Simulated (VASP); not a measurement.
# Conduction levels of zincblende CuI at Γ, X and L from LDA to hybrid functionals

A common rule of thumb says that a better functional lifts the conduction bands of a semiconductor rigidly, so that a cheap band structure needs only one added constant, the scissors shift. We test this on CuI in the zincblende structure (F-43m), a transparent p-type conductor. If the rule fails, a correction fitted to the gap at Γ misplaces the side valleys, which matter for hot-electron transport and for absorption above the gap. We compare the lowest empty levels at Γ, X and L, each measured from the valence-band top of the same run, in one fixed cell. The differences between functionals therefore contain no change of bond length. One setting does differ: aspherical gradient terms inside the PAW spheres are included for the meta-GGA and hybrid rows, but not for LDA, PBE and BLYP. For BLYP only the Γ level is given, and we estimate its X level.

## Method

A cell from a diffraction database, the same for all rows. VASP 6.6.1, plane waves with PAW, cutoff 400 eV, no spin polarisation, no spin-orbit coupling. Levels are read at the symmetry points of a band path, from the valence-band top. EpsX marks an unscreened share α = 1/ε∞ of exact exchange, here 0.155. For all rows, k mesh: 4×4×4. All levels use the PAW data sets made with PBE.

Notes on method and selection:

- A valley minimum can lie off the symmetry point and below the level at it.
- Spin-orbit coupling is left out; it raises the valence-band top and so lowers all three levels by about the same amount.
- Runs that did not converge, have known faults or may not be shown are not listed, and runs on Ansatz's PAW sets soft_1 and soft_2 are kept to separate tables.

Columns:

- Γ valley (eV): lowest empty level at Γ.
- X valley (eV): lowest empty level at X.
- L valley (eV): lowest empty level at L.
- X − Γ (eV): level at X less level at Γ.

Input lines of one member:

```
PREC = Accurate
ENCUT = 400
EDIFF = 1E-06
NELM = 100
ISMEAR = 0
SIGMA = 0.02
LREAL = .FALSE.
ALGO = Normal
GGA = CA
NBANDS = 21
LORBIT = 11
KPAR = 4
```

Command (options for logging and memory left out): `mpirun -np 4 vasp_std`

## The series

```
member               Γ valley (eV)  X valley (eV)  L valley (eV)  X − Γ (eV)
LDA                  0.98           2.59           2.04           1.62
PBE                  1.14           2.71           2.15           1.57
BLYP                 1.21           ?              ?              ?
r2SCAN               1.61           2.93           2.54           1.33
TB-mBJ               2.20           3.23           2.95           1.03
HSE03                2.38           3.68           3.37           1.31
PBE-EpsX (α = 0.15)  2.47           3.87           3.48           1.41
HSE06                2.61           3.91           3.61           1.30
PBE0                 3.29           4.59           4.30           1.30
r2SCAN0              3.60           4.74           4.59           1.15
```

Cells marked ? are withheld until the estimate has been made.

Least-squares fits to the members shown, with x = Γ valley (eV); R² and errors in the fitted variable (y, or ln y where the fit is in ln y):

```
y              members  fit                    R²    rms residual  leave-one-out rms  the same for the mean of the others
X valley (eV)  9        y = 1.645 + 0.8604 x   0.97  0.13          0.15               0.83
L valley (eV)  9        y = 0.9833 + 0.9951 x  0.99  0.085         0.10               0.95
```

## The trend and its physics

The order does not change among the nine complete members: Γ is lowest, then L, then X. The spacing does change. From PBE to PBE0 the levels at Γ and L both rise by 2.15 eV, while X rises by 4.59 − 2.71 = 1.88 eV. The fits against the Γ level say the same, with a slope of 0.995 for L and 0.860 for X. A scissors shift thus serves well for L and less well for X.

Much of the common rise is expected from exact exchange, which reduces self-interaction and lowers the valence top, built from Cu 3d and I 5p, relative to the empty states. A shift of the valence top cancels in X − Γ, so the narrowing of that difference from 1.57 eV in PBE to 1.30 eV in PBE0 comes from the empty levels themselves. A possible reason is their different orbital make-up: the Γ level is s-like, whereas symmetry lets p and d character mix in at X. This is not a full explanation, since such mixing is also allowed at L, which follows Γ closely.

The share and the range of exact exchange act differently. With $\alpha$ = 0.155 instead of the one quarter that defines PBE0, a linear response gives X − Γ = 1.57 − (1.57 − 1.30) × 0.155 / 0.25 = 1.40 eV, against 1.41 eV in the table. Extending the range at a fixed share, from HSE03 through HSE06 to PBE0, lifts Γ and X by 0.91 eV each and leaves their separation at 1.30 to 1.31 eV. The long-range part of exchange varies slowly in space and mainly separates filled from empty states, hence the nearly rigid shift.

TB-mBJ departs most from the rule. Its X − Γ is only 1.03 eV, and its L level lies 2.95 − 2.20 = 0.75 eV above Γ, against 0.93 to 1.06 eV in the other members. Its local potential was designed to open gaps, which does not ensure correct valley spacings.

L and X come closest in r2SCAN0, 0.15 eV apart; a minimum lying off the symmetry point could alter the order of the true valleys there.

## An estimate before looking

Plain estimates from the members shown:

- BLYP, fit at x = 1.21: 2.69 eV
- BLYP, straight-line interpolation between PBE and r2SCAN: w = (1.21 − 1.14) / (1.61 − 1.14) = 0.149, so 2.71 + 0.149 × (2.93 − 2.71) = 2.74 eV

BLYP has its Γ level at 1.21 eV, only 0.07 eV above PBE. The fit over all members gives 2.69 eV for X, but it runs too low at this end: at the Γ level of PBE it gives 1.645 + 0.8604 × 1.14 = 2.63 eV, where the table has 2.71 eV. We therefore use the straight line between the neighbours PBE and r2SCAN, which gives 2.74 eV.

The same route can be tried on PBE itself, from LDA and r2SCAN: 2.59 + (1.14 − 0.98) / (1.61 − 0.98) × (2.93 − 2.59) = 2.68 eV, a miss of 0.03 eV. Repeated for every inner member except TB-mBJ, it has an rms miss of 0.07 eV, which we take as the error. TB-mBJ, estimated from r2SCAN and HSE03, is missed by 2.93 + (2.20 − 1.61) / (2.38 − 1.61) × (3.68 − 2.93) − 3.23 = 0.27 eV. It is left out of the error figure because it models the potential directly, whereas BLYP is an ordinary gradient-corrected functional like PBE.

That kinship might argue for following the step from LDA to PBE instead of leaning towards r2SCAN. This would give 2.71 + 0.07 × 0.12 / 0.16 = 2.76 eV, a change well inside the error, so we apply no further shift. On this estimate X − Γ in BLYP is 2.74 − 1.21 = 1.53 eV, close to the PBE spacing.

**Committed estimate, BLYP: X valley = 2.74 ± 0.07 eV.**

## Check

```
member  Γ valley (eV)  X valley (eV)  L valley (eV)  X − Γ (eV)
BLYP    1.21           2.88           2.21           1.67
```

```
member  estimate       X valley (eV)  computed  estimate − computed  miss in error bars
BLYP    committed      2.74           2.88      −0.14                2.0
BLYP    fit            2.69           2.88      −0.19
BLYP    interpolation  2.74           2.88      −0.14
```

BLYP puts the X level at 2.88 eV. Our 2.74 eV is too low by 0.14 eV, or 2.0 error bars. It equals the plain interpolation and is slightly better than the fit, which misses by 0.19 eV.

We were right that the fit runs low at this end. What failed was the assumption that BLYP would space its valleys like PBE. From PBE to BLYP the levels at Γ and L rise by 0.07 and 0.06 eV, but X rises by 0.17 eV, and X − Γ becomes 1.67 eV, the largest in the series. A shift of the valence top cancels in this difference, so the change of functional moves the empty levels relative to each other, even without exact exchange.

The error bar was also too narrow. We had left TB-mBJ out of the trial because of its unusual potential; with its miss of 0.27 eV included, the rms would have been 0.12 eV.

## Residuals

Least-squares fits to the whole series, with x = Γ valley (eV); R² and errors in the fitted variable (y, or ln y where the fit is in ln y):

```
y              members  fit                    R²    rms residual  leave-one-out rms  the same for the mean of the others
X valley (eV)  10       y = 1.718 + 0.8355 x   0.97  0.13          0.16               0.81
L valley (eV)  10       y = 0.9918 + 0.9922 x  0.99  0.080         0.094              0.95
```

Largest departures from the fit to the whole series:

```
member  X valley (eV)  fit   computed − fit  in rms residuals
TB-mBJ  3.23           3.56  −0.33           2.5
BLYP    2.88           2.73  +0.15           1.1
r2SCAN  2.93           3.06  −0.13           1.0
PBE0    4.59           4.47  +0.12           0.9
```

TB-mBJ stands out, with X 0.33 eV below the fit, or 2.5 rms residuals. Its L level is also low for its Γ level, by 0.99 + 0.992 × 2.20 − 2.95 = 0.22 eV. Both signs fit a potential that lifts the s-like state at Γ more than the states at X and L. The dependence of this potential on the kinetic-energy density may be responsible, since r2SCAN, which shares that ingredient, also lies low, by 0.13 eV. In the same direction, X − Γ is 0.15 eV smaller in r2SCAN0 than in PBE0.

BLYP (+0.15 eV) and PBE0 (+0.12 eV) are within the ordinary scatter. For PBE0 the sign is understandable: long-range exchange lifts Γ and X equally, whereas the fitted line allows X only 0.84 eV per eV at Γ. For BLYP, the use of PAW data sets made with PBE may contribute.

The aspherical gradient terms, absent in PBE but present in the hybrids, seem to matter little here. Interpolating X between PBE and PBE0 to $\alpha$ = 0.155 gives 2.71 + 1.88 × 0.155 / 0.25 = 3.88 eV, against 3.87 eV computed. This is only an indirect test, since PBE0 contains the terms too and the response to $\alpha$ is assumed to be linear.

## Conclusions

The order Γ, L, X holds in all ten members, but the valleys do not move rigidly together: X − Γ ranges from 1.03 to 1.67 eV. For another functional in this cell, the Γ level gives L to about 0.09 eV and X to about 0.16 eV, by the leave-one-out errors.

In practice, a PBE band structure shifted to the Γ level of PBE0 has L in the right place but X at 2.71 + 2.15 = 4.86 eV, which is 4.86 − 4.59 = 0.27 eV above the PBE0 result. Starting from HSE06 is safer, because a constant 3.29 − 2.61 = 0.68 eV reproduces the PBE0 levels at all three points to 0.01 eV.

Spin-orbit coupling, left out here, would matter for an absolute gap but should nearly cancel in the valley spacings, because its main effect is to raise the common reference, the valence-band top.

[Logs are printed without paths, hosts, clocks, repeated set-up lines and the standing remarks that a program may print on its own settings, such as how far it seeks lower states.]
